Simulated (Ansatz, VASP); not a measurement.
# GeTe4PbAu2 in two plane-wave programs, part 2 of 2

Wanted: the spread between two codes on one cell, functional and k mesh. The cell is invented: As first built, before any earlier steps moved the atoms (in the runner's words): it takes the ZnCu2GeTe4 structure with some of its atoms replaced by other elements, volume scaled by an estimate. It may not be a known or stable phase. The cell is taken from a series of VASP runs on this material, whose earlier steps may have relaxed, scaled or displaced it; both programs get it as it stands.

VASP 6.6.1 and Ansatz 0.2.0.

So far: The starting structure; VASP: relaxation of cell and atoms, PBE.

### 3. Ansatz: relaxation of cell and atoms, PBE

Level of this step: Ansatz beside VASP: Kohn-Sham DFT, plane waves, PBE (Ansatz).

Ansatz runs on its default PAW (the set named soft_2) files.

The same cell, functional, mesh and smearing now go to Ansatz, which takes its cutoff from its data sets.

input.yaml

```yaml
crystal:
  lattice:
    - [-3.3744208144, 3.3744208144, 6.1232661712]
    - [3.3744208144, -3.3744208144, 6.1232661712]
    - [3.3744208144, 3.3744208144, -6.1232661712]
  atoms:
    - { symbol: Pb, position: [0.0, 0.0, 0.0] }
    - { symbol: Au, position: [0.75, 0.25, 0.5] }
    - { symbol: Au, position: [0.25, 0.75, 0.5] }
    - { symbol: Te, position: [0.4193194759, 0.4193194759, 0.5630877432] }
    - { symbol: Te, position: [0.5806805241, 0.1437682673, 0.0] }
    - { symbol: Te, position: [0.1437682673, 0.5806805241, 0.0] }
    - { symbol: Te, position: [0.8562317327, 0.8562317327, 0.4369122568] }
    - { symbol: Ge, position: [0.5, 0.5, 0.0] }
hamiltonian:
  xc: pbe
  pseudopotentials: { kind: paw }
kpoints:
  mp_grid: { grid: [5, 5, 5] }
scf:
  occupations: { method: fermi_dirac, width: 0.05 }
relax:
  f_tol: 0.01
  max_steps: 60
  cell: { stress_tol: 0.05 }
output:
  forces: true
  stress: true
  write_density: true
  write_potential: true
  elf: true
  volumetric_format: npy
```

Command:

```
$ ansatz run input.yaml --threads 4 --pin off --max-ram 9216MiB --backend cpu --events-out ev --progress --plain --runs-dir out
```

Numbers of over 12 decimals in the logs are rounded to 6 here.

The program printed:

```text
Engine: ansatz 0.2.0, aarch64-unknown-linux-gnu
Pseudopotentials: kind: paw
Pseudopotential: Pb, paw, valence charge 14, recommended cutoff 420 eV (normal), Pb.paw.azcp
Pseudopotential: Au, paw, valence charge 19, recommended cutoff 420 eV (normal), Au.paw.azcp
Pseudopotential: Te, paw, valence charge 16, recommended cutoff 420 eV (normal), Te.paw.azcp
Pseudopotential: Ge, paw, valence charge 14, recommended cutoff 420 eV (normal), Ge.paw.azcp
Functional definition: PBE
  parameter kappa = 0.804
  parameter beta = 0.066725
  exchange = pbe_x(kappa = kappa, mu = beta*pi^2/3)
  correlation = pbe_c(beta = beta)
Crystal: 8 atoms, lattice volume = 278.896 Å³
Basis set: ecut = 420 eV, 5445 PW (Γ), exchange–correlation on 108×108×108 points (8 copies of the dense FFT grid, shifted against one another)
Bands: 78, of which v1, the nominal top of the filled ones, is band 65 counted from 1 (64 counted from 0)
Symmetry: 8 space group operations
Space group: I-42m (ITA 121), of the structure as read, at distance tolerance 6.5e-5 Å
k-points: 18 of 125 (time reversal used)
Non-local potential: Pb, projectors of the file, l = 0: 2, l = 1: 2, l = 2: 2, l = 3: 2
Non-local potential: Au, projectors of the file, l = 0: 3, l = 1: 2, l = 2: 2, l = 3: 1
Non-local potential: Te, projectors of the file, l = 0: 2, l = 1: 2, l = 2: 2, l = 3: 2
Non-local potential: Ge, projectors of the file, l = 0: 2, l = 1: 2, l = 2: 3, l = 3: 1
PAW form: soft (Blöchl's): semilocal exchange-correlation on the pseudo side does not see the compensation charge
PAW one-centre angular grid: Pb, 590 points (default); XC on 64 Gauss nodes
PAW one-centre angular grid: Au, 590 points (default); XC on 64 Gauss nodes
PAW one-centre angular grid: Te, 590 points (default); XC on 64 Gauss nodes
PAW one-centre angular grid: Ge, 590 points (default); XC on 64 Gauss nodes
Initial density: superposition of atomic densities (neutral atoms: chi_scale 0, normalization atom), corrected by the library's trained network
Initial wavefunctions: pseudopotential atomic-orbital guess
Functional: x = pbe(κ = 0.804, μ = 0.219515), c = pbe(β = 0.066725)
SCF iter   1: F=—  HF=-70420.412172 eV  |F-HF|=—  |Δ(HF+E_count)|=         —  Δρ=2.81e-3  dr2=2.79e-2  ethr=1.77e-3  ⟨swp⟩=6.3  Hψ=5309  notcnv=0  defer=32
preconditioner: auto → LDOS  [metal: Δε(μ)=0.022 eV  Ē_g=10.032 eV  σ=0.050 eV  W_gap=0.11  n_scr=60 (ndim 8)  ℏωp=17.8 eV  f_vac=0.150  D(μ)=2.10/eV (n_scr^D=10)  β→1.0]
SCF iter   2: F=—  HF=-70420.414661 eV  |F-HF|=—  |Δ(HF+E_count)|=   2.49e-3  Δρ=1.65e-3  dr2=1.59e-2  ethr=2.14e-5  ⟨swp⟩=2.9  Hψ=3467  notcnv=0  defer=73
SCF iter   3: F=—  HF=-70420.411362 eV  |F-HF|=—  |Δ(HF+E_count)|=   3.30e-3  Δρ=4.35e-4  dr2=8.80e-4  ethr=1.22e-5  ⟨swp⟩=3.0  Hψ=2611  notcnv=0  defer=73
SCF iter   4: F=—  HF=-70420.411254 eV  |F-HF|=—  |Δ(HF+E_count)|=   1.09e-4  Δρ=9.15e-5  dr2=2.72e-5  ethr=6.77e-7  ⟨swp⟩=2.0  Hψ=2360  notcnv=0  defer=73
SCF iter   5: F=—  HF=-70420.411157 eV  |F-HF|=—  |Δ(HF+E_count)|=   9.62e-5  Δρ=3.51e-5  dr2=4.59e-6  ethr=2.09e-8  ⟨swp⟩=2.0  Hψ=2392  notcnv=0  defer=73
SCF iter   6: F=—  HF=-70420.411158 eV  |F-HF|=—  |Δ(HF+E_count)|=   2.08e-7  Δρ=8.01e-6  dr2=1.89e-7  ethr=3.53e-9  ⟨swp⟩=2.0  Hψ=2363  notcnv=0  defer=73
SCF iter   7: F=-70420.411158 eV  HF=-70420.411158 eV  |F-HF|=8.92e-9  |Δ(HF+E_count)|=   2.09e-7  Δρ=2.15e-6  dr2=1.31e-8  ethr=7.69e-11  ⟨swp⟩=9.8  Hψ=8887  notcnv=0
SCF 1 converged in 7 iterations: F = -70420.411158 eV  dr2 = 1.31e-8
  greatest PAW one-centre occupation: 1.000 electrons in one spin orbital (limit 2), on the Au atom at site 2 (counted from 0), in its partial waves of l = 0
relax step   1: F+E_penalty+E_count = -70420.41115781 eV  Δ(F+E_penalty+E_count) = +0.000e0 eV  max|allowed force component| = 5.741e-3 eV/Å  Δτ_max = 0.0000 Å  P = +0.101 GPa  Ω = 278.896 Å³  (7 SCF iters, dr2 threshold 1.00e-7 eV, accepted)
[...]
relax step   2: F+E_penalty+E_count = -70420.41115587 eV  Δ(F+E_penalty+E_count) = +1.931e-6 eV  max|allowed force component| = 1.033e-2 eV/Å  Δτ_max = 0.0025 Å  P = -0.068 GPa  Ω = 279.999 Å³  energy of the carried Pulay correction = -1.743e-4 eV  (5 SCF iters, dr2 threshold 3.73e-8 eV, accepted)
[...]
relax step   3: F+E_penalty+E_count = -70420.41136984 eV  Δ(F+E_penalty+E_count) = -2.140e-4 eV  max|allowed force component| = 4.396e-4 eV/Å  Δτ_max = 0.0021 Å  P = -0.006 GPa  Ω = 279.574 Å³  energy of the carried Pulay correction = -1.079e-4 eV  (5 SCF iters, dr2 threshold 1.33e-8 eV, accepted)
[...]
relax step   4: F+E_penalty+E_count = -70420.41147929 eV  Δ(F+E_penalty+E_count) = -1.095e-4 eV  max|allowed force component| = 4.435e-4 eV/Å  Δτ_max = 0.0000 Å  P = -0.006 GPa  Ω = 279.574 Å³  stress off target by 2.07e-2 GPa  SCF on the basis re-selected at this cell (its energy is not comparable with the rows above)  (6 SCF iters)
basis re-selected at this cell: Δ(F+E_penalty+E_count) = -1.095e-4 eV, ΔP = -0.000 GPa vs the last step (what re-selecting the basis moved, of the pressure what is left beyond the Pulay correction that the steps carried, after the strain that the cell walked since its last selection, with what the two solves' SCF thresholds leave and, on support functions, any second-order correction that the steps lacked; it is no m [...]
SCF converged after 6 iterations
Free energy (F): -70420.411479 eV
Harris-Foulkes:  -70420.411479 eV  (|F-HF|=2.91e-11)
Internal energy: -70420.393575 eV  (E = F + TS)
E sigma→0 (E₀):  -70420.402527 eV
Entropy (-TS):   -0.017904 eV (-2.238 meV/atom)
Fermi energy:    7.723264 eV
--- Per-component energies (eV) ---
  E_band       = -2255.159244
  E_kinetic    = 2326.866988
  E_local      = -16227.829906  (includes V_loc(G=0)·N_el)
  E_nonlocal   = -325.202149
  E_hartree    = 8009.050706
  E_xc         = -1245.797166
  E_vxc        = -1158.553723  (∫ρ·V_xc dr)
  E_paw        = -50487.158744  (= ΣΔE_a)
  E_vpaw       = -2888.544490  (= ΣTr[D̂ρ^β])
  E_aug_tail   = 0.002390  (compensation charges beyond the density's cutoff)
  E_ewald      = -12470.325694
  E_smearing   = -0.017904  (= −TS)
  E_closure    = 0.000000  (closes the sum)
  Σ components = -70420.411479   (vs F -70420.411479, Δ=0.00e0)
--- Forces (eV/Å), atoms counted from 1 ---
  atom   1  Pb    -0.00000000     0.00000000     0.00000000
  atom   2  Au     0.00000000    -0.00000000     0.00000000
  atom   3  Au     0.00000000     0.00000000     0.00000000
  atom   4  Te     0.00016486     0.00016486    -0.00044352
  atom   5  Te     0.00016486    -0.00016486     0.00044352
  atom   6  Te    -0.00016486     0.00016486     0.00044352
  atom   7  Te    -0.00016486    -0.00016486    -0.00044352
  atom   8  Ge     0.00000000     0.00000000     0.00000000
  max |Σ_I F_I| component: 1.02e-17 eV/Å
--- Stress (GPa, compression-positive) ---
        0.000710       0.000000       0.000000
        0.000000       0.000710      -0.000000
        0.000000      -0.000000      -0.020700
  P = ⅓ Tr σ = -0.0064 GPa (-0.064 kbar)
--- Band table (eV; the first three rows and the last of 18) ---
  k-point 0: bands = [... 61 lower, 5.8717, 7.5100, 7.5100, 7.5299, 7.8157, 8.4694, 9.5711, 9.9910, ... 9 higher]
  k-point 1: bands = [... 61 lower, 6.4694, 6.8861, 7.2145, 7.3576, 8.0836, 9.0140, 9.9330, 9.9617, ... 9 higher]
  k-point 2: bands = [... 61 lower, 6.5296, 6.5694, 7.0015, 7.2286, 7.7744, 9.0583, 9.5621, 10.1509, ... 9 higher]
  k-point 17: bands = [... 61 lower, 6.1733, 6.3648, 6.8385, 7.3927, 8.5783, 8.6938, 9.2374, 9.4401, ... 9 higher]
--- Relaxed structure (3 steps of the walk, 3 accepted, 1 SCFs on fresh bases) ---
  F+E_penalty+E_count = -70420.41147929 eV   max|allowed force component| = 4.435e-4 eV/Å   (the final SCF, on the basis selected at the relaxed cell)
  cell:  # Å, volume = 279.5740 Å³
    - [-3.379295, 3.379295, 6.120466]
    - [3.379295, -3.379295, 6.120466]
    - [3.379295, 3.379295, -6.120466]
  atoms:
    - { symbol: Pb, position: [0, 0, 0] }
    - { symbol: Au, position: [0.750000, 0.25, 0.500000] }
    - { symbol: Au, position: [0.25, 0.750000, 0.500000] }
    - { symbol: Te, position: [0.419493, 0.419493, 0.563443] }
    - { symbol: Te, position: [0.580507, 0.143950, 0.0] }
    - { symbol: Te, position: [0.143950, 0.580507, 0.0] }
    - { symbol: Te, position: [0.856050, 0.856050, 0.436557] }
    - { symbol: Ge, position: [0.500000, 0.500000, 0] }
```

It took 42 s on 4 threads of Arm Neoverse V2, shared host; peak memory 0.98 GiB; 2.8 min of CPU time.

### 4. Side by side

Known differences besides the potentials themselves: both relaxations stop at a tolerance, which leaves soft axes loose, and VASP keeps its plane-wave basis; the data sets hold 130 valence electrons in Ansatz (default PAW (the set named soft_2) files) and 74 in VASP; the cutoff is 420 eV in Ansatz and 410 eV in VASP; VASP leaves aspherical gradient terms in its spheres out (LASPH is not set), Ansatz keeps them; Ansatz adds a Pulay correction to the stress that steers its cell, VASP none. Total energies have different zeros and are not compared.

Compared:

```tsv
quantity	Ansatz	VASP	difference
volume (Å³)	279.57	278.90	+0.24 %
edge a after relaxation, in the typed setting (Å)	7.765	7.763	+0.03 %
```

The walks stopped with -0.01 GPa left in Ansatz and 0.01 GPa in VASP; each walk ends within a tolerance, so the volume difference is uncertain by about these residues over the bulk modulus, most in soft cells.

### 5. What came out

- difference in volume (relaxation of cell and atoms, PBE): 0.24 %

The difference in volume is 0.24 % (relaxation of cell and atoms, PBE), within the 1.2 % picked in this series as the mark of a large difference, as far as the stopping tolerances let one tell. Such differences can come from data sets, numerical settings and the points named under the comparisons, not from the functional's error against experiment.

[Lines on the potential files, build, host, timing and source positions are cut from VASP's logs without a mark.]

[Logs are printed without paths, hosts, clocks, repeated set-up lines and the standing remarks that a program may print on its own settings, such as how far it seeks lower states.]

[Hosts, paths, dates, database ids (printed as entryN), source tags and the programs' standing remarks are cut or masked in the printed files.]
